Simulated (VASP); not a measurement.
Given:

```xyz
2
Lattice="0.0000 2.8406 2.8406 2.8406 0.0000 2.8406 2.8406 2.8406 0.0000" Properties=species:S:1:pos:R:3 pbc="T T T"
Al     0.0000     0.0000     0.0000
As     1.4203     1.4203     1.4203
```

Level of theory: PBEsol GGA, VASP's PBE PAW potentials (set 64) (plane waves; VASP). Numerical set-up: 400 eV cut-off, 14×14×14 Γ-centred mesh, Gaussian smearing of 0.010 eV, potentials Al As.

Question: Estimate the energy per atom (σ→0), band gap (on the k-mesh) with the smallest direct gap where there is one.

Answer: 
The band gap (on the k-mesh) is 1.34 eV, the smallest direct gap (on the k-mesh) is 1.90 eV and the energy per atom (σ→0) comes out as -5.033 eV/atom.

Only differences to runs with the same potentials and settings are physical.

The compound is AlAs in the zinc blende structure. It was relaxed first.
